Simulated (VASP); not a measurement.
Consider the following.

```xyz
3
Lattice="2.1624 -3.7454 0.0000 2.1624 3.7454 0.0000 0.0000 0.0000 6.9972" Properties=species:S:1:pos:R:3 pbc="T T T"
Cd     0.0000     0.0000     0.0000
I      2.1624     1.2485     1.7423
I      2.1624    -1.2485     5.2549
```

The numbers are results of PBE GGA, VASP's PBE PAW potentials (set 64) (plane waves; VASP), not measurements. Numerical set-up: 400 eV cut-off, 5×5×3 Γ-centred mesh, Fermi-Dirac smearing of 0.30 eV, potentials Cd I.

Q: What does the run give for the energy per atom (σ→0)?

A: 
```
Quantity                       Result
---------------------  --------------
energy per atom (σ→0)  -1.832 eV/atom
```

The compound is CdI2 in the 1T layered structure. The cell was not relaxed at this level. The run is one of a series of settings (ISMEAR = -1, SIGMA = 0.3 against the base run), some of them coarse on purpose.
